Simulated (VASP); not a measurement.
# N on Ru(0001): which site?, part 4 of 6

Where does N sit on Ru(0001), and how strongly does it bind?

VASP 6.6.1, plane waves and PAW; the level of theory is named at each step.

So far. Step 4 (Relaxing the slab): The run ended after 10 ionic steps, 0.273 eV below its first step, once the forces on the free atoms met EDIFFG = -0.03. Step 5 (Vacuum level and density of states): The vacuum level lies 4.77 eV above the Fermi level at the upper face; both faces agree, as the slab has next to no dipole.

## (7) Going on with the relaxation

Level of this step: RPBE, no spin polarisation; plane waves and PAW (Ru, N) (VASP).

The relaxation goes on from its last finished geometry.

Input file INCAR:

```
SYSTEM = Ru12N
PREC = Normal
ENCUT = 440
EDIFF = 1E-05
NELM = 120
ISMEAR = 1
SIGMA = 0.15
LREAL = Auto
ALGO = Fast
GGA = RP
NBANDS = 63
LASPH = .TRUE.
LORBIT = 11
LWAVE = .FALSE.
LCHARG = .FALSE.
KPAR = 4
IBRION = 1
NSW = 50
ISIF = 2
EDIFFG = -0.03
POTIM = 0.3
MAXMIX = 40
IDIPOL = 3
LDIPOL = .TRUE.
DIPOL = 0.5 0.5 0.512
```

Input file POSCAR:

```
Ru12N
1.0
    5.4587389580      0.0000000000      0.0000000000
    2.7293694790      4.7274066103      0.0000000000
    0.0000000000      0.0000000000     19.2935003939
Ru N
12 1
Selective dynamics
Direct
    0.0000000000      0.0000000000      0.3887319500  F F F
    0.5000000000      0.0000000000      0.3887319500  F F F
    0.0000000000      0.5000000000      0.3887319500  F F F
    0.5000000000      0.5000000000      0.3887319500  F F F
    0.8356337134      0.3287325633      0.4951617390  T T T
    0.3333333300      0.3333333300      0.4949663553  T T T
    0.8356337134      0.8356337134      0.4951617390  T T T
    0.3287325633      0.8356337134      0.4951617390  T T T
    0.0000000000      0.0000000000      0.6264191302  T T T
    0.4959842849      0.0080314302      0.6026428490  T T T
    0.0080314302      0.4959842849      0.6026428490  T T T
    0.4959842849      0.4959842849      0.6026428490  T T T
    0.0000000000      0.0000000000      0.7120146126  T T T
```

Input file KPOINTS:

```
Automatic mesh
0
Gamma
6 6 1
0 0 0
```

PAW data sets: Ru and N (PBE family, release 64).

Run with:

```sh
> mpirun -np 4 vasp_std
```

The program printed:

```text
[... set-up lines as in an earlier step ...]
 entering main loop
       N       E                     dE             d eps       ncg     rms          rms(c)
DAV:   1     0.593228500465E+03    0.59323E+03   -0.39079E+04   882   0.117E+03
DAV:   2    -0.507688092261E+02   -0.64400E+03   -0.60699E+03   978   0.266E+02
DAV:   3    -0.108895667630E+03   -0.58127E+02   -0.55484E+02  1428   0.687E+01
DAV:   4    -0.111866808302E+03   -0.29711E+01   -0.29035E+01  1164   0.148E+01
DAV:   5    -0.112009470538E+03   -0.14266E+00   -0.14156E+00  1436   0.327E+00    0.419E+01
RMM:   6    -0.106920827583E+03    0.50886E+01   -0.57534E+01  1022   0.245E+01    0.157E+01
RMM:   7    -0.107679800850E+03   -0.75897E+00   -0.32028E+01   923   0.193E+01    0.184E+01
RMM:   8    -0.106011436004E+03    0.16684E+01   -0.15920E+01   908   0.139E+01    0.134E+01
RMM:   9    -0.105186776347E+03    0.82466E+00   -0.55432E+00   975   0.712E+00    0.113E+01
RMM:  10    -0.102965293595E+03    0.22215E+01   -0.20063E+00  1006   0.396E+00    0.304E+00
RMM:  11    -0.102916895721E+03    0.48398E-01   -0.11574E+00  1143   0.256E+00    0.159E+00
RMM:  12    -0.102905038723E+03    0.11857E-01   -0.30214E-01  1087   0.151E+00    0.106E+00
RMM:  13    -0.102897092861E+03    0.79459E-02   -0.85714E-02   996   0.927E-01    0.880E-01
RMM:  14    -0.102891461612E+03    0.56312E-02   -0.77026E-02   966   0.854E-01    0.738E-01
RMM:  15    -0.102885294955E+03    0.61667E-02   -0.21027E-02  1012   0.456E-01    0.469E-01
RMM:  16    -0.102881449320E+03    0.38456E-02   -0.13178E-02  1103   0.296E-01    0.193E-01
RMM:  17    -0.102879525511E+03    0.19238E-02   -0.10932E-02  1218   0.224E-01    0.132E-01
RMM:  18    -0.102878305309E+03    0.12202E-02   -0.17898E-03  1023   0.108E-01    0.843E-02
RMM:  19    -0.102877975911E+03    0.32940E-03   -0.11088E-03  1160   0.719E-02    0.415E-02
RMM:  20    -0.102878050413E+03   -0.74503E-04   -0.21460E-04   959   0.386E-02    0.263E-02
RMM:  21    -0.102878121060E+03   -0.70646E-04   -0.11817E-04   825   0.248E-02    0.172E-02
RMM:  22    -0.102878199805E+03   -0.78745E-04   -0.67780E-05   713   0.172E-02    0.907E-03
RMM:  23    -0.102878261875E+03   -0.62070E-04   -0.29820E-05   613   0.123E-02    0.544E-03
RMM:  24    -0.102878342341E+03   -0.80466E-04   -0.10884E-05   538   0.841E-03    0.425E-03
RMM:  25    -0.102878395692E+03   -0.53351E-04   -0.74638E-06   506   0.694E-03    0.439E-03
RMM:  26    -0.102878416025E+03   -0.20332E-04   -0.31674E-06   413   0.493E-03    0.285E-03
RMM:  27    -0.102878424915E+03   -0.88904E-05   -0.14437E-06   303   0.374E-03
   1 F= -.10287842E+03 E0= -.10287453E+03  d E =-.102878E+03
 BRION: g(F)=  0.120E-03 g(S)=  0.000E+00
 bond charge predicted
       N       E                     dE             d eps       ncg     rms          rms(c)
DAV:   1    -0.102878294111E+03    0.12191E-03   -0.11824E-02   994   0.355E-01    0.678E-02
RMM:   2    -0.102878300707E+03   -0.65955E-05   -0.28652E-04   902   0.680E-02    0.674E-02
RMM:   3    -0.102878294794E+03    0.59128E-05   -0.87608E-05   767   0.295E-02
   2 F= -.10287829E+03 E0= -.10287445E+03  d E =0.130121E-03
[...]
3 F= -.10287845E+03 E0= -.10287458E+03  d E =-.154131E-03
[...]
4 F= -.10287842E+03 E0= -.10287457E+03  d E =0.275796E-04
 BRION: g(F)=  0.112E-03 g(S)=  0.000E+00 retain N=  2 mean eig= 1.67
 eig:   0.360  2.981
 bond charge predicted
       N       E                     dE             d eps       ncg     rms          rms(c)
DAV:   1    -0.102878448485E+03   -0.24650E-04   -0.99664E-04   996   0.104E-01    0.137E-02
RMM:   2    -0.102878449620E+03   -0.11350E-05   -0.17559E-05   501   0.178E-02
   5 F= -.10287845E+03 E0= -.10287458E+03  d E =-.282747E-04
 BRION: g(F)=  0.305E-04 g(S)=  0.000E+00 retain N=  1 mean eig= 0.45
 eig:   0.451
 reached required accuracy - stopping structural energy minimisation
```

Run time: 1.9 min. Hardware: 4 MPI ranks of AMD EPYC 7R43, shared host; peak memory 1.4 GiB.

From OUTCAR (step 7):

```text
   NELECT =     101.0000    total number of electrons

 dipolmoment           0.000000      0.000000      0.107978 electrons x Angstroem

 E-fermi :   0.9592

 k-point     1 :       0.0000    0.0000    0.0000
  band No.  band energies     occupation
    ...
     42       0.2340      2.00000
     43       0.3493      2.00000
     44       0.3493      2.00000
     45       0.7216      2.04761
     46       0.9216      1.41056
     47       1.1035     -0.04140
     48       1.1035     -0.04141
     49       1.2479     -0.02026
     50       1.2479     -0.02026
     51       1.8545     -0.00000
    ...

  Total       -9.9092721     -9.9092721     -0.2610999      0.0000000      0.0000000      0.0000000
  in kB      -31.8879076    -31.8879076     -0.8402161      0.0000000      0.0000000      0.0000000
  external PRESSURE =     -21.5386771 kB  Pullay stress =       0.0000000 kB

 POSITION                                       TOTAL-FORCE (eV/Angst)
 -----------------------------------------------------------------------------------
      0.00000      0.00000      7.50000        -0.000000      0.000000      0.085671
      2.72937      0.00000      7.50000        -0.000000     -0.050794     -0.030954
      1.36468      2.36370      7.50000        -0.043989      0.025397     -0.030954
      4.09405      2.36370      7.50000         0.043989      0.025397     -0.030954
      5.45874      1.55407      9.55338        -0.000000      0.000894      0.003210
      2.72937      1.57580      9.54898        -0.000000      0.000000      0.000530
      6.84224      3.95037      9.55338        -0.000774     -0.000447      0.003210
      4.07524      3.95037      9.55338         0.000774     -0.000447      0.003210
      0.00000      0.00000     12.08582        -0.000000      0.000000     -0.028900
      2.72937      0.03819     11.62779         0.000000      0.002250      0.006974
      1.39776      2.34461     11.62779         0.001949     -0.001125      0.006974
      4.06098      2.34461     11.62779        -0.001949     -0.001125      0.006974
      0.00000      0.00000     13.73756        -0.000000      0.000000      0.005007
 -----------------------------------------------------------------------------------
    total drift:                                0.000173      0.000100     -0.077092

  FREE ENERGIE OF THE ION-ELECTRON SYSTEM (eV)
  ---------------------------------------------------
  free  energy   TOTEN  =      -102.8784496195 eV

  energy  without entropy=     -102.8668554775  energy(sigma->0) =     -102.87458491

 vacuum level on the upper side and lower side of the slab         6.284         5.598

[... 8 parts as in an earlier step ...]

[... 10 further parts left out ...]
```

Its electron count is odd, so without a moment it is a metal by construction.

Hardly anything moved in the relaxation; the energy changed by under 0.2 meV an atom.

This step gave:

```
electronic steps        : 37
electrons               : 101
free energy (TOTEN)     : -102.8784 eV
energy at zero smearing : -102.8746 eV
Fermi energy            : 0.9592 eV
dipole moment           : 0, 0, 0.1080 e·Å
```

The run ended after 5 ionic steps, 0.000 eV below its first step, once the forces on the free atoms met EDIFFG = -0.03.

VASP counts the dipole in electrons times Å, so a positive number points the physical dipole along −c.

## (8) Potential and states with the adsorbate, site ontop

A static run like the clean slab's shows how the vacuum level shifts, by charge transfer, by any dipole of the adsorbate and by the slab's own rearrangement.

Input file INCAR:

```
SYSTEM = Ru12N
PREC = Normal
ENCUT = 440
EDIFF = 1E-06
NELM = 120
ISMEAR = 1
SIGMA = 0.15
LREAL = Auto
ALGO = Fast
GGA = RP
NBANDS = 63
LASPH = .TRUE.
LORBIT = 11
LWAVE = .FALSE.
LCHARG = .FALSE.
KPAR = 4
IDIPOL = 3
LDIPOL = .TRUE.
DIPOL = 0.5 0.5 0.514
LVHAR = .TRUE.
LVACPOTAV = .TRUE.
NEDOS = 1500
```

Input file POSCAR:

```
Ru12N
1.0
    5.4587389580      0.0000000000      0.0000000000
    2.7293694790      4.7274066103      0.0000000000
    0.0000000000      0.0000000000     19.2935003939
Ru N
12 1
Selective dynamics
Direct
    0.0000000000      0.0000000000      0.3887319500  F F F
    0.5000000000      0.0000000000      0.3887319500  F F F
    0.0000000000      0.5000000000      0.3887319500  F F F
    0.5000000000      0.5000000000      0.3887319500  F F F
    0.8356313433      0.3287373036      0.4951603668  T T T
    0.3333333300      0.3333333300      0.4949324159  T T T
    0.8356313433      0.8356313433      0.4951603668  T T T
    0.3287373036      0.8356313433      0.4951603668  T T T
    0.0000000000      0.0000000000      0.6264194432  T T T
    0.4959605461      0.0080789077      0.6026792294  T T T
    0.0080789077      0.4959605461      0.6026792294  T T T
    0.4959605461      0.4959605461      0.6026792294  T T T
    0.0000000000      0.0000000000      0.7120306910  T T T
```

KPOINTS is that of step 7.

Run with:

```sh
> mpirun -np 4 vasp_std
```

The program printed:

```text
[... set-up lines as in an earlier step ...]
 entering main loop
       N       E                     dE             d eps       ncg     rms          rms(c)
DAV:   1     0.593186972390E+03    0.59319E+03   -0.39079E+04   882   0.117E+03
DAV:   2    -0.507682686711E+02   -0.64396E+03   -0.60695E+03   978   0.266E+02
DAV:   3    -0.108895194183E+03   -0.58127E+02   -0.55481E+02  1428   0.687E+01
DAV:   4    -0.111869029141E+03   -0.29738E+01   -0.29064E+01  1172   0.148E+01
DAV:   5    -0.112009649328E+03   -0.14062E+00   -0.13952E+00  1436   0.323E+00    0.418E+01
RMM:   6    -0.106897753998E+03    0.51119E+01   -0.57264E+01  1101   0.245E+01    0.157E+01
RMM:   7    -0.107643413618E+03   -0.74566E+00   -0.31917E+01   939   0.193E+01    0.183E+01
RMM:   8    -0.106138674712E+03    0.15047E+01   -0.16298E+01   950   0.140E+01    0.136E+01
RMM:   9    -0.105242161609E+03    0.89651E+00   -0.57413E+00  1089   0.715E+00    0.114E+01
RMM:  10    -0.102958969422E+03    0.22832E+01   -0.19954E+00  1094   0.399E+00    0.303E+00
RMM:  11    -0.102917826994E+03    0.41142E-01   -0.12107E+00  1280   0.259E+00    0.160E+00
RMM:  12    -0.102905135972E+03    0.12691E-01   -0.30071E-01  1215   0.150E+00    0.105E+00
RMM:  13    -0.102895911812E+03    0.92242E-02   -0.86504E-02  1127   0.931E-01    0.836E-01
RMM:  14    -0.102890567689E+03    0.53441E-02   -0.73570E-02  1093   0.828E-01    0.696E-01
RMM:  15    -0.102884934569E+03    0.56331E-02   -0.19253E-02  1154   0.432E-01    0.458E-01
RMM:  16    -0.102881550406E+03    0.33842E-02   -0.12863E-02  1243   0.290E-01    0.196E-01
RMM:  17    -0.102879583666E+03    0.19667E-02   -0.10059E-02  1368   0.215E-01    0.123E-01
RMM:  18    -0.102878348509E+03    0.12352E-02   -0.17092E-03  1159   0.102E-01    0.849E-02
RMM:  19    -0.102877995448E+03    0.35306E-03   -0.10009E-03  1276   0.698E-02    0.392E-02
RMM:  20    -0.102878068443E+03   -0.72996E-04   -0.21033E-04  1224   0.364E-02    0.247E-02
RMM:  21    -0.102878145648E+03   -0.77205E-04   -0.10933E-04  1162   0.243E-02    0.174E-02
RMM:  22    -0.102878223810E+03   -0.78162E-04   -0.61456E-05  1238   0.148E-02    0.841E-03
RMM:  23    -0.102878280991E+03   -0.57181E-04   -0.27951E-05  1098   0.988E-03    0.493E-03
RMM:  24    -0.102878360623E+03   -0.79632E-04   -0.85859E-06   866   0.593E-03    0.424E-03
RMM:  25    -0.102878414539E+03   -0.53916E-04   -0.56255E-06   823   0.502E-03    0.438E-03
RMM:  26    -0.102878440040E+03   -0.25501E-04   -0.23810E-06   703   0.336E-03    0.246E-03
RMM:  27    -0.102878447466E+03   -0.74263E-05   -0.71710E-07   598   0.198E-03    0.179E-03
RMM:  28    -0.102878449976E+03   -0.25099E-05   -0.42542E-07   517   0.153E-03    0.921E-04
RMM:  29    -0.102878450885E+03   -0.90869E-06   -0.34455E-07   552   0.159E-03
 [... a notice as in an earlier step ...]

   1 F= -.10287845E+03 E0= -.10287459E+03  d E =-.115908E-01
```

Elapsed: 85 s, on 4 MPI ranks; peak memory 1.3 GiB; 4.6 min of CPU time.

OUTCAR, selected parts (step 8):

```text
   NELECT =     101.0000    total number of electrons

 dipolmoment           0.000000      0.000000      0.107846 electrons x Angstroem

 E-fermi :   0.9594

 k-point     1 :       0.0000    0.0000    0.0000
  band No.  band energies     occupation
    ...
     42       0.2342      2.00000
     43       0.3494      2.00000
     44       0.3495      2.00000
     45       0.7218      2.04760
     46       0.9218      1.41041
     47       1.1037     -0.04141
     48       1.1037     -0.04142
     49       1.2481     -0.02026
     50       1.2481     -0.02025
     51       1.8547     -0.00000
    ...

  Total       -9.9085534     -9.9085534     -0.2494266      0.0000000      0.0000000     -0.0000000
  in kB      -31.8855949    -31.8855949     -0.8026514      0.0000000      0.0000000     -0.0000000
  external PRESSURE =     -21.5246138 kB  Pullay stress =       0.0000000 kB

 POSITION                                       TOTAL-FORCE (eV/Angst)
 -----------------------------------------------------------------------------------
      0.00000      0.00000      7.50000        -0.000000     -0.000000      0.085795
      2.72937      0.00000      7.50000         0.000000     -0.050756     -0.030894
      1.36468      2.36370      7.50000        -0.043956      0.025378     -0.030894
      4.09405      2.36370      7.50000         0.043956      0.025378     -0.030894
      5.45874      1.55407      9.55338        -0.000000      0.001044      0.004629
      2.72937      1.57580      9.54898        -0.000000     -0.000000      0.001157
      6.84224      3.95037      9.55338        -0.000904     -0.000522      0.004629
      4.07524      3.95037      9.55338         0.000904     -0.000522      0.004629
      0.00000      0.00000     12.08582        -0.000000     -0.000000     -0.036827
      2.72937      0.03819     11.62779        -0.000000      0.002664      0.008139
      1.39776      2.34461     11.62779         0.002307     -0.001332      0.008139
      4.06098      2.34461     11.62779        -0.002307     -0.001332      0.008139
      0.00000      0.00000     13.73756        -0.000000     -0.000000      0.004253
 -----------------------------------------------------------------------------------
    total drift:                                0.000173      0.000100     -0.077452

  FREE ENERGIE OF THE ION-ELECTRON SYSTEM (eV)
  ---------------------------------------------------
  free  energy   TOTEN  =      -102.8784508848 eV

  energy  without entropy=     -102.8668600847  energy(sigma->0) =     -102.87458728

 vacuum level on the upper side and lower side of the slab         6.500         5.740

[... 7 parts as in an earlier step ...]

[... 10 further parts left out ...]
```

This step gave:

```
electronic steps                           : 29
free energy (TOTEN)                        : -102.8785 eV
Fermi energy                               : 0.9594 eV
dipole moment                              : 0, 0, 0.1078 e·Å
vacuum levels                              : 6.5, 5.74 eV
work functions of the upper and lower face : 5.541, 4.781 eV
```

Zero at the Fermi level. Table of planar average of the electrostatic potential by height:

height (Å), planar average of the electrostatic potential (eV) and a bar from the least value:
```
      0.0        5.4 ##############################
      0.5        4.8 #############################
      1.0        4.8 #############################
      1.5        4.8 #############################
      2.0        4.8 #############################
      2.5        4.8 #############################
      3.0        4.8 #############################
      3.5        4.8 #############################
      4.0        4.8 #############################
      4.5        4.8 #############################
      5.0        4.7 #############################
      5.5        4.4 #############################
      6.0        3.4 ############################
      6.5       -0.5 #######################
      7.0      -13.5 #########
      7.5      -21.2 
      8.0      -13.9 #########
      8.5       -3.1 ####################
      9.0      -12.8 ##########
      9.5      -21.6 
     10.0      -15.5 #######
     10.5       -2.9 #####################
     11.0       -7.8 ###############
     11.5      -18.5 ###
     12.0      -17.9 ####
     12.5       -6.6 #################
     13.0        1.3 #########################
     13.5        1.7 ##########################
     14.0        2.5 ###########################
     14.5        4.9 #############################
     15.0        5.4 ##############################
     15.5        5.5 ##############################
     16.0        5.5 ##############################
     16.5        5.5 ##############################
     17.0        5.5 ##############################
     17.5        5.5 ##############################
     18.0        5.5 ##############################
     18.5        5.5 ##############################
     19.0        5.5 ##############################
```

Density of states in the PAW spheres, an atom over height of the layer and energy from the Fermi level.

Ten even steps from '0' (0.00 states/eV) to '9' (2.72 states/eV), each cell a mean:
```
554620
434410
221210
523630
423520
634520
955841
755640
445430
334441
465531
354441
334284
455394
497482
386361
154110
000000
000000
000000
000000
000000
```
Columns: height of the layer (Å) from 7.5 to 13.7 (not evenly spaced); rows upwards: energy from the Fermi level (eV) from -7.9 to 0.5.

Force by atom:

| atom | x (eV/Å) | y (eV/Å) | z (eV/Å) | size |
| --- | --- | --- | --- | --- |
| Ru1 | 0.0000 | 0.0000 | 0.0858 | 0.0858 |
| Ru2 | 0.0000 | -0.0508 | -0.0309 | 0.0594 |
| Ru3 | -0.0440 | 0.0254 | -0.0309 | 0.0594 |
| Ru4 | 0.0440 | 0.0254 | -0.0309 | 0.0594 |
| Ru5 | 0.0000 | 0.0010 | 0.0046 | 0.0047 |
| Ru6 | 0.0000 | 0.0000 | 0.0012 | 0.0012 |
| Ru7 | -0.0009 | -0.0005 | 0.0046 | 0.0047 |
| Ru8 | 0.0009 | -0.0005 | 0.0046 | 0.0047 |
| Ru9 | 0.0000 | 0.0000 | -0.0368 | 0.0368 |
| Ru10 | 0.0000 | 0.0027 | 0.0081 | 0.0086 |
| Ru11 | 0.0023 | -0.0013 | 0.0081 | 0.0086 |
| Ru12 | -0.0023 | -0.0013 | 0.0081 | 0.0086 |
| N13 | 0.0000 | 0.0000 | 0.0043 | 0.0043 |

The map of layer states is cut here 0.5 eV above the Fermi level, so it leaves out the states above that.

At the end the adsorbate's closest contact with the slab is N-Ru at 1.65 Å, nearly straight above the slab's atom, and its lowest atom lies 1.65 Å above the highest atom of the slab.

The vacuum level lies 5.54 eV above the Fermi level at the upper face; the two faces differ by 0.76 eV, the step that the slab's dipole of 0.108 e·Å makes.

VASP counts the dipole in electrons times Å, so a positive number points the physical dipole along −c.

The program found no field-free point at its default tolerance, but its printed level agrees with the flat part of the planar average.

On this mesh the fine structure of the density of states is sampling noise, and high empty states may be cut by the number of bands.

(Part 4 of 6 ends here.)

[Lines on the potential files, build, host, timing and source positions are cut from VASP's logs without a mark.]

[Logs are printed without paths, hosts, clocks, repeated set-up lines and the standing remarks that a program may print on its own settings, such as how far it seeks lower states.]

[Hosts, paths, dates, database ids (printed as entryN), source tags and the programs' standing remarks are cut or masked in the printed files.]

[Runs that stopped without an error message from VASP are left out.]
